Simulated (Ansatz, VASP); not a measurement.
## Si6B2O15 (amorphous 86SiO2-14B2O3 (mol %)): VASP beside Ansatz

Aim: how closely do two programs agree when they are given the same cell, functional and k mesh? The cell is taken from a series of runs on this material, whose earlier steps may have relaxed, scaled, displaced or heated it; both programs get it as it stands.

Calculated with Ansatz 0.2.0; plane waves, with VASP 6.6.1 beside it; single point at PBE.

### 1. Set-up

The cell holds 92 atoms: 24 Si, 8 B and 60 O. Cell: a = 11.028 Å, b = 11.028 Å, c = 11.028 Å, α = 90.0°, β = 90.0°, γ = 90.0°. As first built, before any earlier steps moved the atoms (in the runner's words): 92 atoms (24 Si, 8 B, 60 O) placed at random at 2.13 g/cm^3, melted at 4000 K for 10 ps at fixed volume with the Buckingham and Coulomb pair potential of Guillot and Sator (Geochim. Cosmochim. Acta 71, 1249 (2007)) with the boron terms of Wang et al. (J. Non-Cryst. Solids 498, 294 (2018)). Quenched from 4000 K to 300 K at 100 K/ps and fixed volume, held 5 ps, then minimised at fixed cell.

### 2. VASP: single point, PBE, pair 1

With cell and atoms fixed, the geometry can't cause a difference; cores, projectors, grids and the points listed under the comparison can.

Lines of VASP's logs that name or quote its potential files are left out, and so is its time.

Input file INCAR:

```
SYSTEM = Si6B2O15
PREC = Accurate
ENCUT = 520
EDIFF = 1E-06
NELM = 120
ISMEAR = -1
SIGMA = 0.025
LREAL = Auto
ALGO = Normal
GGA = PE
NBANDS = 304
LORBIT = 11
LWAVE = .FALSE.
LCHARG = .FALSE.
ISIF = 2
LASPH = .TRUE.
GGA_COMPAT = .FALSE.
EFERMI = MIDGAP
NCORE = 2
```

Input file POSCAR:

```
Si6B2O15
1.0
   11.0277000000      0.0000000000      0.0000000000
    0.0000000000     11.0277000000      0.0000000000
    0.0000000000      0.0000000000     11.0277000000
Si B O
24 8 60
Direct
    0.4518800000      0.7788200000      0.9018000000
    0.0125900000      0.0645900000      0.9587100000
    0.5395400000      0.7760900000      0.3183700000
    0.7215900000      0.4291400000      0.9317300000
    0.1997600000      0.4556800000      0.1525800000
    0.2320700000      0.3121700000      0.4076100000
    0.0494800000      0.7594300000      0.7553800000
    0.1991100000      0.0255200000      0.3585900000
    0.4366000000      0.2192800000      0.5657100000
    0.9800000000      0.3968100000      0.4990400000
    0.9347300000      0.4886300000      0.2402000000
    0.1283000000      0.2929800000      0.9240200000
    0.6765300000      0.5955500000      0.1536000000
    0.9501500000      0.9276000000      0.3419000000
    0.8830900000      0.7579800000      0.5455900000
    0.4733700000      0.0444500000      0.3449400000
    0.1937300000      0.8666200000      0.9712000000
    0.4685900000      0.5639700000      0.7037400000
    0.8446100000      0.1381100000      0.5036300000
    0.6190100000      0.0071600000      0.9110500000
    0.9629700000      0.4804500000      0.7729000000
    0.3401600000      0.7062900000      0.1416400000
    0.2517500000      0.9008300000      0.6198800000
    0.7902300000      0.0175400000      0.1333800000
    0.8450200000      0.0640700000      0.7646900000
    0.2603000000      0.1306600000      0.7493200000
    0.5422400000      0.3436900000      0.7466000000
    0.8245400000      0.2774200000      0.1334100000
    0.4341800000      0.7316200000      0.5416200000
    0.6561900000      0.1984500000      0.3361600000
[... 56 atom lines left out ...]
    0.0586600000      0.3849800000      0.8312600000
    0.2290900000      0.3778200000      0.2752100000
    0.0219500000      0.2095700000      0.9888800000
    0.9377600000      0.4497300000      0.6300100000
    0.6594900000      0.5077300000      0.4484400000
    0.3351800000      0.0155200000      0.2995800000
```

Input file KPOINTS:

```
Automatic mesh
0
Gamma
1 1 1
0 0 0
```

Potentials, in the order of the species: Si, B and O (PBE family, release 64).

On the command line:

```sh
> mpirun -np 8 vasp_gam
```

Numbers of over 12 decimals in the logs are rounded to 6 here.

The program printed:

```text
[banner, memory and clock lines left out]
running    8 mpi-ranks, on    1 nodes
[...]
LDA part: xc-table for (Slater+PW92), standard interpolation
 POSCAR, INCAR and KPOINTS ok, starting setup
[...]
entering main loop
       N       E                     dE             d eps       ncg     rms          rms(c)
DAV:   1     0.437170241285E+04    0.43717E+04   -0.28250E+05   624   0.153E+03
DAV:   2    -0.413257633520E+03   -0.47850E+04   -0.46250E+04   744   0.375E+02
DAV:   3    -0.802313072585E+03   -0.38906E+03   -0.38633E+03   720   0.114E+02
DAV:   4    -0.810384320678E+03   -0.80712E+01   -0.80415E+01   720   0.178E+01
[...]
DAV:  19    -0.715828069344E+03    0.71052E-05   -0.12055E-05   704   0.127E-02    0.826E-03
DAV:  20    -0.715828067644E+03    0.16998E-05   -0.48473E-06   608   0.805E-03    0.502E-03
DAV:  21    -0.715828067478E+03    0.16579E-06   -0.26417E-06   512   0.419E-03
   1 F= -.71582807E+03 E0= -.71582357E+03  d E =-.899193E-02
```

Parts of OUTCAR (step 2):

```text
  Total      -18.8381144    -10.6310684    -31.3104526     -1.8285216     -8.6217609     -4.3538942
  in kB      -22.5057341    -12.7008464    -37.4063298     -2.1845191    -10.3003440     -5.2015602
  external PRESSURE =     -24.2043035 kB  Pullay stress =       0.0000000 kB

 POSITION                                       TOTAL-FORCE (eV/Angst)
[...]
7.23627      2.18845      3.70707        -0.401256      1.051863      0.808510
      7.02553      4.89442      3.77059         0.619369     -0.570983     -0.260254
      7.51692      6.38592      6.07273        -2.480162     -1.726952     -0.574765
      2.25230      2.15746      9.28268         0.527008     -0.200497     -0.176674
     10.57854      0.61623      9.03775         0.249400     -0.072581     -0.862644
      7.02641      7.96939      2.43734         0.566921      0.654881     -0.292570
      5.86519      8.06092      5.08355         0.059577     -0.166160      0.035950
      6.10990      1.64842      3.09195         0.492157      0.367751     -0.387996
      7.42186      3.56867      3.66737        -0.455771      0.431178      0.309937
      3.66042      2.10717      7.33188        -0.575643     -0.078856      1.010431
      0.24680      6.78777      8.48284         0.067329      0.326776      0.096078
      9.25996      5.25790      9.41931         0.016224      0.344266     -0.367555
      1.79906      8.72037      7.34147        -0.294548     -0.329046     -0.029258
      5.02389      7.32680      8.92968         0.096530     -0.303738      0.108018
[...]
-----------------------------------------------------------------------------------
    total drift:                                0.026742      0.006124      0.011073

  FREE ENERGIE OF THE ION-ELECTRON SYSTEM (eV)
  ---------------------------------------------------
  free  energy   TOTEN  =      -715.8280674783 eV

  energy  without entropy=     -715.8190755519  energy(sigma->0) =     -715.82357152

[... 3 further parts left out ...]
[key lines of the parts left out:]
E-fermi :   2.7199
```

The run ends at a pressure of -2.42 GPa, with forces up to 3.4 eV/Å.

### 3. Ansatz: single point, PBE, pair 1

Ansatz runs on its default PAW (the set named soft_2) files.

The same cell, functional, mesh and smearing now go to Ansatz, which takes its cutoff from its data sets.

Input file input.yaml:

```yaml
crystal:
  lattice:
    - [11.0277, 0.0, 0.0]
    - [0.0, 11.0277, 0.0]
    - [0.0, 0.0, 11.0277]
  atoms:
    - { symbol: Si, position: [0.45188, 0.77882, 0.9018] }
    - { symbol: Si, position: [0.01259, 0.06459, 0.95871] }
    - { symbol: Si, position: [0.53954, 0.77609, 0.31837] }
    - { symbol: Si, position: [0.72159, 0.42914, 0.93173] }
    - { symbol: Si, position: [0.19976, 0.45568, 0.15258] }
    - { symbol: Si, position: [0.23207, 0.31217, 0.40761] }
    - { symbol: Si, position: [0.04948, 0.75943, 0.75538] }
    - { symbol: Si, position: [0.19911, 0.02552, 0.35859] }
    - { symbol: Si, position: [0.4366, 0.21928, 0.56571] }
    - { symbol: Si, position: [0.98, 0.39681, 0.49904] }
    - { symbol: Si, position: [0.93473, 0.48863, 0.2402] }
    - { symbol: Si, position: [0.1283, 0.29298, 0.92402] }
    - { symbol: Si, position: [0.67653, 0.59555, 0.1536] }
    - { symbol: Si, position: [0.95015, 0.9276, 0.3419] }
    - { symbol: Si, position: [0.88309, 0.75798, 0.54559] }
    - { symbol: Si, position: [0.47337, 0.04445, 0.34494] }
    - { symbol: Si, position: [0.19373, 0.86662, 0.9712] }
    - { symbol: Si, position: [0.46859, 0.56397, 0.70374] }
    - { symbol: Si, position: [0.84461, 0.13811, 0.50363] }
    - { symbol: Si, position: [0.61901, 0.00716, 0.91105] }
    - { symbol: Si, position: [0.96297, 0.48045, 0.7729] }
    - { symbol: Si, position: [0.34016, 0.70629, 0.14164] }
    - { symbol: Si, position: [0.25175, 0.90083, 0.61988] }
    - { symbol: Si, position: [0.79023, 0.01754, 0.13338] }
    - { symbol: B, position: [0.84502, 0.06407, 0.76469] }
    - { symbol: B, position: [0.2603, 0.13066, 0.74932] }
    - { symbol: B, position: [0.54224, 0.34369, 0.7466] }
    - { symbol: B, position: [0.82454, 0.27742, 0.13341] }
    - { symbol: B, position: [0.43418, 0.73162, 0.54162] }
    - { symbol: B, position: [0.65619, 0.19845, 0.33616] }
[... 56 atom lines left out ...]
    - { symbol: O, position: [0.05866, 0.38498, 0.83126] }
    - { symbol: O, position: [0.22909, 0.37782, 0.27521] }
    - { symbol: O, position: [0.02195, 0.20957, 0.98888] }
    - { symbol: O, position: [0.93776, 0.44973, 0.63001] }
    - { symbol: O, position: [0.65949, 0.50773, 0.44844] }
    - { symbol: O, position: [0.33518, 0.01552, 0.29958] }
kpoints:
  mp_grid: { grid: [1, 1, 1] }
hamiltonian:
  xc: pbe
scf:
  occupations: { method: fermi_dirac, width: 0.025 }
output:
  forces: true
```

On the command line:

```sh
> ansatz run input.yaml --threads 4 --pin off --max-ram 8192MiB --backend cpu --events-out ev --progress --plain --runs-dir out
```

The program printed:

```text
Engine: ansatz 0.2.0, aarch64-unknown-linux-gnu
Pseudopotentials: kind: paw
Pseudopotential: Si, paw, valence charge 4, recommended cutoff 420 eV (normal), Si.paw.azcp
Pseudopotential: B, paw, valence charge 3, recommended cutoff 420 eV (normal), B.paw.azcp
Pseudopotential: O, paw, valence charge 6, recommended cutoff 420 eV (normal), O.paw.azcp
Functional definition: PBE
  parameter kappa = 0.804
  parameter beta = 0.066725
  exchange = pbe_x(kappa = kappa, mu = beta*pi^2/3)
  correlation = pbe_c(beta = beta)
Crystal: 92 atoms, lattice volume = 1341.080 Å³
Basis set: ecut = 420 eV, 26145 PW (Γ), exchange–correlation on 150×150×150 points (8 copies of the dense FFT grid, shifted against one another)
Bands: 332, of which v1, the nominal top of the filled ones, is band 240 counted from 1 (239 counted from 0)
Symmetry: 1 space group operations
Space group: P1 (ITA 1), of the structure as read, at distance tolerance 1.1e-4 Å
k-points: 1
Non-local potential: Si, projectors of the file, l = 0: 2, l = 1: 2, l = 2: 2
Non-local potential: B, projectors of the file, l = 0: 2, l = 1: 2, l = 2: 1
Non-local potential: O, projectors of the file, l = 0: 2, l = 1: 2, l = 2: 1
PAW form: soft (Blöchl's): semilocal exchange-correlation on the pseudo side does not see the compensation charge
PAW one-centre angular grid: Si, 110 points (default); XC on 64 Gauss nodes
PAW one-centre angular grid: B, 110 points (default); XC on 64 Gauss nodes
PAW one-centre angular grid: O, 110 points (default); XC on 64 Gauss nodes
Initial density: superposition of atomic densities (neutral atoms: chi_scale 0, normalization atom), corrected by the library's trained network
Initial wavefunctions: pseudopotential atomic-orbital guess
Functional: x = pbe(κ = 0.804, μ = 0.219515), c = pbe(β = 0.066725)
SCF iter   1: F=—  HF=-50638.155830 eV  |F-HF|=—  |Δ(HF+E_count)|=         —  Δρ=4.98e-3  dr2=7.38e-1  ethr=1.77e-3  ⟨swp⟩=7.0  Hψ=1650  notcnv=0  defer=61
preconditioner: auto → Resta (q_TF=auto, 2.299 Å⁻¹)  ε∞=2.9  [insulator: Δε(μ)=1.748 eV  Ē_g=16.079 eV  σ=0.025 eV  W_gap=1.00  n_scr=256 (ndim 8)  ℏωp=22.2 eV  f_vac=0.238  D(μ)=0.00/eV (n_scr^D=0)  ε∞_Penn≈2.9]
SCF iter   2: F=—  HF=-50637.976116 eV  |F-HF|=—  |Δ(HF+E_count)|=   1.80e-1  Δρ=3.11e-3  dr2=1.89e-1  ethr=1.54e-4  ⟨swp⟩=3.0  Hψ=569  notcnv=0  defer=87
SCF iter   3: F=—  HF=-50637.931502 eV  |F-HF|=—  |Δ(HF+E_count)|=   4.46e-2  Δρ=1.19e-3  dr2=6.98e-2  ethr=3.94e-5  ⟨swp⟩=3.0  Hψ=508  notcnv=0  defer=33
automatic band count: iteration 3 solves 278 bands in place of 332: the levels show a gap, and the empty bands left out lie too high to hold charge; the band table lists the bands solved (type scf.n_extra_bands for more)
SCF iter   4: F=—  HF=-50637.995121 eV  |F-HF|=—  |Δ(HF+E_count)|=   6.36e-2  Δρ=2.07e-2  dr2=1.32e1  ethr=1.45e-5  ⟨swp⟩=3.0  Hψ=439  notcnv=0  defer=33  recentre
SCF iter   5: F=—  HF=-50637.917537 eV  |F-HF|=—  |Δ(HF+E_count)|=   7.76e-2  Δρ=8.53e-4  dr2=2.96e-2  ethr=1.45e-5  ⟨swp⟩=5.0  Hψ=730  notcnv=0  defer=85
automatic band count: iteration 5 solves 332 bands in place of 278: the levels no longer show a gap clear of their residuals, so the SCF keeps every band
SCF iter   6: F=—  HF=-50637.914381 eV  |F-HF|=—  |Δ(HF+E_count)|=   3.16e-3  Δρ=7.21e-4  dr2=1.62e-2  ethr=6.16e-6  ⟨swp⟩=2.0  Hψ=387  notcnv=0  defer=85
SCF iter   7: F=—  HF=-50637.914620 eV  |F-HF|=—  |Δ(HF+E_count)|=   2.39e-4  Δρ=7.49e-4  dr2=1.71e-2  ethr=3.37e-6  ⟨swp⟩=1.0  Hψ=245  notcnv=0  defer=85
SCF iter   8: F=—  HF=-50637.914152 eV  |F-HF|=—  |Δ(HF+E_count)|=   4.68e-4  Δρ=6.69e-4  dr2=1.42e-2  ethr=3.37e-6  ⟨swp⟩=1.0  Hψ=245  notcnv=0  defer=85
SCF iter   9: F=—  HF=-50637.913639 eV  |F-HF|=—  |Δ(HF+E_count)|=   5.13e-4  Δρ=5.92e-4  dr2=1.11e-2  ethr=2.95e-6  ⟨swp⟩=1.0  Hψ=245  notcnv=0  defer=85
SCF iter  10: F=—  HF=-50637.913319 eV  |F-HF|=—  |Δ(HF+E_count)|=   3.20e-4  Δρ=5.26e-4  dr2=8.77e-3  ethr=2.31e-6  ⟨swp⟩=1.0  Hψ=245  notcnv=0  defer=85
SCF iter  11: F=—  HF=-50637.912560 eV  |F-HF|=—  |Δ(HF+E_count)|=   7.59e-4  Δρ=2.53e-4  dr2=2.03e-3  ethr=1.83e-6  ⟨swp⟩=2.0  Hψ=248  notcnv=0  defer=85
SCF iter  12: F=—  HF=-50637.912440 eV  |F-HF|=—  |Δ(HF+E_count)|=   1.20e-4  Δρ=1.33e-4  dr2=5.44e-4  ethr=4.22e-7  ⟨swp⟩=2.0  Hψ=248  notcnv=0  defer=85
SCF iter  13: F=—  HF=-50637.912377 eV  |F-HF|=—  |Δ(HF+E_count)|=   6.30e-5  Δρ=3.08e-5  dr2=2.64e-5  ethr=1.13e-7  ⟨swp⟩=2.0  Hψ=248  notcnv=0  defer=85
SCF iter  14: F=—  HF=-50637.910662 eV  |F-HF|=—  |Δ(HF+E_count)|=   1.71e-3  Δρ=2.83e-5  dr2=2.54e-5  ethr=5.49e-9  ⟨swp⟩=2.0  Hψ=426  notcnv=0  defer=85
SCF iter  15: F=—  HF=-50637.910661 eV  |F-HF|=—  |Δ(HF+E_count)|=   1.56e-6  Δρ=5.69e-6  dr2=7.28e-7  ethr=5.29e-9  ⟨swp⟩=2.0  Hψ=248  notcnv=0  defer=85
SCF iter  16: F=—  HF=-50637.910661 eV  |F-HF|=—  |Δ(HF+E_count)|=   9.74e-8  Δρ=9.54e-6  dr2=2.71e-6  ethr=1.52e-10  ⟨swp⟩=2.0  Hψ=426  notcnv=0  defer=85
SCF iter  17: F=—  HF=-50637.910661 eV  |F-HF|=—  |Δ(HF+E_count)|=   1.67e-7  Δρ=2.46e-6  dr2=1.75e-7  ethr=1.52e-10  ⟨swp⟩=2.0  Hψ=248  notcnv=0  defer=85
SCF iter  18: F=-50637.910661 eV  HF=-50637.910661 eV  |F-HF|=1.15e-9  |Δ(HF+E_count)|=   1.09e-8  Δρ=2.62e-7  dr2=1.44e-9  ethr=2.08e-11  ⟨swp⟩=4.0  Hψ=760  notcnv=0
SCF 1 converged in 18 iterations: F = -50637.910661 eV  dr2 = 1.44e-9
  greatest PAW one-centre occupation: 0.866 electrons in one spin orbital (limit 2), on the O atom at site 45 (counted from 0), in its partial waves of l = 0
SCF converged after 18 iterations
Free energy (F): -50637.910661 eV
Harris-Foulkes:  -50637.910661 eV  (|F-HF|=1.15e-9)
Internal energy: -50637.901915 eV  (E = F + TS)
E sigma→0 (E₀):  -50637.906288 eV
Entropy (-TS):   -0.008746 eV (-0.095 meV/atom)
Fermi energy:    4.045367 eV
--- Per-component energies (eV) ---
  E_band       = -2902.852995
  E_kinetic    = 12099.572461
  E_local      = -37786.911071  (includes V_loc(G=0)·N_el)
  E_nonlocal   = 3539.972249
  E_hartree    = 14309.431514
  E_xc         = -6011.986236
  E_vxc        = -7082.050694  (∫ρ·V_xc dr)
  E_paw        = -22478.553189  (= ΣΔE_a)
  E_vpaw       = -2292.452478  (= ΣTr[D̂ρ^β])
  E_aug_tail   = 0.154265  (compensation charges beyond the density's cutoff)
  E_ewald      = -14309.581908
  E_smearing   = -0.008746  (= −TS)
  E_closure    = 0.000000  (closes the sum)
  Σ components = -50637.910661   (vs F -50637.910661, Δ=0.00e0)
--- Forces (eV/Å), atoms counted from 1 ---
  atom   1  Si    -0.24861224     0.87137765     0.48429663
  atom   2  Si    -1.73104560     0.11440179     0.11218463
  atom   3  Si    -1.52404975     0.23977819    -0.19166358
  atom   4  Si     0.71718953    -0.89758995     0.50267798
  atom   5  Si    -0.76376795    -0.01868467     0.82060793
  atom   6  Si    -0.38278860    -0.86756460    -0.34219596
  atom   7  Si     1.89830812    -0.77381457     0.42587401
  atom   8  Si     1.18216088     1.00736837     2.04456712
  atom   9  Si    -1.47741929    -0.92201529     0.11521419
  atom  10  Si     0.41407295    -1.19072323    -0.34792904
  atom  11  Si    -0.52647922    -1.43638918    -0.82238454
  atom  12  Si    -0.79245294    -0.28011309    -0.39299880
  atom  13  Si     0.55339456    -2.02127555     1.37872648
  atom  14  Si    -0.66900733     2.98886747     0.42930701
  atom  15  Si    -0.45375529    -0.47200771     0.38528870
  atom  16  Si    -0.26031255     0.46024360     1.01307945
  atom  17  Si     1.26258562    -0.72760044    -0.61221832
  atom  18  Si     0.64620600     0.70660789    -0.33765557
  atom  19  Si     0.31002302     0.25617436     0.06746098
  atom  20  Si    -1.98152862     2.68955868    -0.96839909
  atom  21  Si     0.07984309    -0.54254602     0.53414538
  atom  22  Si     0.45917965     0.36890849    -1.23051608
  atom  23  Si    -0.29362129     0.60970351    -0.64031951
  atom  24  Si     0.71272414     1.27384974    -2.37937390
[...]
atom  85  O      1.03262766     0.92695502    -0.06959471
  atom  86  O      0.21590977     0.24682438     0.39677000
  atom  87  O      0.20405855     0.38960092    -0.23550012
  atom  88  O      0.56691915     0.08671050    -0.31214293
  atom  89  O      0.60016981     0.10509905     0.14836805
  atom  90  O     -0.05681452     0.23975590    -0.12105439
  atom  91  O      0.47738399     0.40871124     0.75788219
  atom  92  O     -0.13441971    -0.28763364    -0.98078418
  max |Σ_I F_I| component: 2.24e-5 eV/Å
```

In the SCF lines HF is the Harris–Foulkes energy and dr2 the Hartree energy of the density residual, in eV; the loop may stop once dr2 is under the threshold and the program's other checks hold. Hψ counts applications of the Hamiltonian.

### 4. Comparison

Known differences besides the potentials themselves: the cutoff is 420 eV in Ansatz and 520 eV in VASP (PREC = Accurate, projectors in real space). Total energies have different zeros and are not compared.

Both answers:

```tsv
quantity	Ansatz	VASP	difference
gap on the k mesh (eV)	0.208	0.206	+0.002
```

Forces on 9 of the 92 atoms, those with the largest forces and the largest differences (eV/Å; atoms numbered as in POSCAR):

```tsv
atom	Ansatz x, y, z	VASP x, y, z
Si8	1.182, 1.007, 2.045	1.160, 0.995, 2.020
Si13	0.553, -2.021, 1.379	0.553, -1.977, 1.340
Si14	-0.669, 2.989, 0.429	-0.669, 2.932, 0.422
Si20	-1.982, 2.690, -0.968	-1.894, 2.595, -0.950
Si24	0.713, 1.274, -2.379	0.702, 1.250, -2.334
B27	0.536, 0.611, -0.032	0.578, 0.560, 0.023
B32	-2.520, -1.738, -0.562	-2.480, -1.727, -0.575
O46	0.874, -0.739, 0.483	0.774, -0.637, 0.450
O63	1.692, -0.169, -1.289	1.664, -0.177, -1.260
```

The forces differ by 21 meV/Å r.m.s., which is 2.9 % of the r.m.s. force of 0.711 eV/Å (both taken over all components). A gap on the mesh is an upper bound, since the band edges may lie between its points.

(Continued in part 2 of 2.)

[Lines on the potential files, build, host, timing and source positions are cut from VASP's logs without a mark.]

[Logs are printed without paths, hosts, clocks, repeated set-up lines and the standing remarks that a program may print on its own settings, such as how far it seeks lower states.]

[Hosts, paths, dates, database ids (printed as entryN), source tags and the programs' standing remarks are cut or masked in the printed files.]
